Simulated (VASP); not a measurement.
Level of theory: PBE GGA, VASP's PBE PAW potentials (set 64) (plane waves; VASP).

Input for VASP

### POSCAR
```
GaAs
1
    0.0000000000     2.8593851997     2.8593851997
    2.8593851997    -0.0000000000     2.8593851997
    2.8593851997     2.8593851997     0.0000000000
Ga As
1 1
Direct
  0.0000000000   0.0000000000   0.0000000000
  0.2500000000   0.2500000000   0.2500000000
```

INCAR:
```
SYSTEM = GaAs
PREC = Accurate
ENCUT = 480
EDIFF = 1E-7
NELM = 100
ALGO = Normal
LREAL = .FALSE.
LASPH = .TRUE.
ISMEAR = 0
SIGMA = 0.05
GGA = PE
LMAXMIX = 4
LWAVE = .FALSE.
LCHARG = .FALSE.
ISIF = 3
IBRION = 2
NSW = 40
EDIFFG = -0.01
PSTRESS = 10
```

File KPOINTS:
```
Automatic mesh
0
Gamma
8 8 8
0 0 0
```

POTCAR, in this order: Ga_d As (PBE.64 set). Program: vasp_std.

What VASP printed:

OSZICAR:
```
       N       E                     dE             d eps       ncg     rms          rms(c)
DAV:   1     0.771505884809E+02    0.77151E+02   -0.89054E+03   754   0.179E+03
DAV:   2    -0.242345356870E+01   -0.79574E+02   -0.76759E+02   844   0.308E+02
DAV:   3    -0.832034654436E+01   -0.58969E+01   -0.58457E+01   909   0.726E+01
DAV:   4    -0.842056387471E+01   -0.10022E+00   -0.10018E+00   891   0.107E+01
DAV:   5    -0.842223474562E+01   -0.16709E-02   -0.16708E-02   899   0.121E+00    0.281E+00
DAV:   6    -0.828460331067E+01    0.13763E+00   -0.25753E-01  1176   0.936E+00    0.169E+00
DAV:   7    -0.826730695488E+01    0.17296E-01   -0.69263E-02   993   0.208E+00    0.558E-01
DAV:   8    -0.826810136052E+01   -0.79441E-03   -0.10249E-02   879   0.140E+00    0.947E-02
DAV:   9    -0.826850260441E+01   -0.40124E-03   -0.10693E-03   913   0.462E-01    0.552E-02
DAV:  10    -0.826856867286E+01   -0.66068E-04   -0.80414E-05  1006   0.989E-02    0.298E-02
DAV:  11    -0.826862273821E+01   -0.54065E-04   -0.85417E-05   809   0.784E-02    0.385E-03
DAV:  12    -0.826862310221E+01   -0.36399E-06   -0.14397E-06   927   0.190E-02    0.158E-03
DAV:  13    -0.826862355285E+01   -0.45065E-06   -0.59981E-07   819   0.656E-03    0.587E-04
DAV:  14    -0.826862353048E+01    0.22371E-07   -0.16055E-08   537   0.174E-03
   1 F= -.79767885E+01 E0= -.79767884E+01  d E =-.797679E+01
```

**OUTCAR**
```
------------------------ aborting loop because EDIFF is reached ----------------------------------------
  FORCE on cell =-STRESS in cart. coord.  units (eV):
  Direction    XX          YY          ZZ          XY          YZ          ZX
  --------------------------------------------------------------------------------------
  Total        0.2920373      0.2920373      0.2920373      0.0000000      0.0000000     -0.0000000
  in kB       10.0069304     10.0069304     10.0069304      0.0000000      0.0000000     -0.0000000
  external PRESSURE =       0.0069304 kB  Pullay stress =      10.0000000 kB
  volume of cell :       46.76
      direct lattice vectors                 reciprocal lattice vectors
     0.000000000  2.859385200  2.859385200    -0.174862764  0.174862764  0.174862764
     2.859385200  0.000000000  2.859385200     0.174862764 -0.174862764  0.174862764
     2.859385200  2.859385200  0.000000000     0.174862764  0.174862764 -0.174862764
  FREE ENERGIE OF THE ION-ELECTRON SYSTEM (eV)
  ---------------------------------------------------
  free  energy   TOTEN  =        -8.2686235305 eV

  energy  without entropy=       -8.2686233547  energy(sigma->0) =       -8.26862344
  enthalpy is  TOTEN    =        -7.9767885089 eV   P V=        0.2918350215

 reached required accuracy - stopping structural energy minimisation
```
(Selected blocks of OUTCAR.)

The compound is GaAs in the zinc blende structure. It was relaxed first under an external pressure of 1 GPa.
